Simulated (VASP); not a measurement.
```
CELL_PARAMETERS angstrom
      2.26130     1.30556     7.34052
     -2.26130     1.30556     7.34052
      0.00000    -2.61112     7.34052
ATOMIC_POSITIONS crystal
  Mg 0.50091 0.50091 0.50091
  Cd 0.99955 0.99955 0.99955
  Te 0.87356 0.87356 0.87356
  Te 0.37597 0.37597 0.37597
```

Method: LDA (Ceperley-Alder, Perdew-Zunger), VASP's LDA PAW potentials (set 64) (plane waves; VASP). Settings: 400 eV cut-off, 10×10×10 Γ-centred mesh, Gaussian smearing of 0.010 eV, potentials Mg Cd Te.

Unless said otherwise, spin-orbit coupling is left out, though it shifts the bands of the heavy elements here.

Question: Predict the energy per atom (σ→0), band gap (on the k-mesh) with the smallest direct gap where there is one.

Answer: 
The band gap (on the k-mesh) comes out as 1.31 eV, the smallest direct gap (on the k-mesh) comes out as 1.31 eV and the energy per atom (σ→0) comes out as -3.339 eV/atom.

The structure comes from a computed database's MgCdTe2 entry (R3m); how it stands against other phases isn't given here. It was relaxed first, which changed the volume by -6 %.
